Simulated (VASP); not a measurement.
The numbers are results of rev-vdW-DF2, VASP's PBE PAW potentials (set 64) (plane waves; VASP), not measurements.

The input files of a VASP run:

### KPOINTS
```
Automatic mesh
0
gamma
  4 4 4
```

### INCAR
```
! general
SYSTEM    =  CsSnI3
PREC      =  Accurate
ENCUT     =  520
LREAL     =  .FALSE.
LASPH     =  .TRUE.

! electronic loop
EDIFF     =  1E-6
NELM      =  100
ALGO      =  Normal
LMAXMIX   =  4

! smearing
ISMEAR    =  0
SIGMA     =  0.05

! functional
GGA       =  MK
LUSE_VDW  =  .TRUE.
AGGAC     =  0.0
PARAM1    =  0.1234568
PARAM2    =  0.7114
ZAB_VDW   =  -1.8867

! ions
IBRION    =  2
NSW       =  60
ISIF      =  3
EDIFFG    =  -0.02

! output
LWAVE     =  .FALSE.
LCHARG    =  .FALSE.
```

File POSCAR:
```
CsSnI3
1
    6.0888277484     0.0000000000    -0.0000000000
    0.0000000000     6.0888277484     0.0000000000
   -0.0000000000     0.0000000000     6.0888277484
Cs Sn I
1 1 3
Direct
  0.0000000000   0.0000000000   0.0000000000
  0.5000000000   0.5000000000   0.5000000000
  0.5000000000   0.0000000000   0.5000000000
  0.0000000000   0.5000000000   0.5000000000
  0.5000000000   0.5000000000   0.0000000000
```

POTCAR, in this order: Cs_sv Sn_d I (PBE.64 set). Program: vasp_std.

Energy and stress use the plane-wave basis of the starting cell. Unless said otherwise, spin-orbit coupling is left out, though it shifts the bands of the heavy elements here.

What does the run give for the energy per atom (σ→0), volume per atom, band gap (on the k-mesh)?

```yaml
energy per atom (σ→0): -0.675 eV/atom
band gap (on the k-mesh): 0.36 eV
volume_per_atom: 47.86 Å³/atom
```

OSZICAR:
```
...
DAV:   1    -0.341639893123E+01   -0.42902E-01   -0.89042E-01   608   0.842E+00    0.106E+00
DAV:   2    -0.338378998072E+01    0.32609E-01   -0.56701E-02   602   0.211E+00    0.466E-01
DAV:   3    -0.337546493174E+01    0.83250E-02   -0.26722E-02   678   0.128E+00    0.174E-01
DAV:   4    -0.337525871159E+01    0.20622E-03   -0.55697E-04   530   0.158E-01    0.147E-01
DAV:   5    -0.337511309528E+01    0.14562E-03   -0.26436E-04   742   0.119E-01    0.390E-02
DAV:   6    -0.337510328519E+01    0.98101E-05   -0.49771E-05   614   0.659E-02    0.654E-03
DAV:   7    -0.337510283344E+01    0.45175E-06   -0.17775E-06   348   0.794E-03
   3 F= -.33751028E+01 E0= -.33751028E+01  d E =-.459040E-01
```

The compound is CsSnI3 in the cubic perovskite structure, the ideal cubic form; the compound distorts at low or room temperature. This run relaxes it. Symmetry was kept, so distortions that lower it aren't found. The start is the result of an earlier pass.
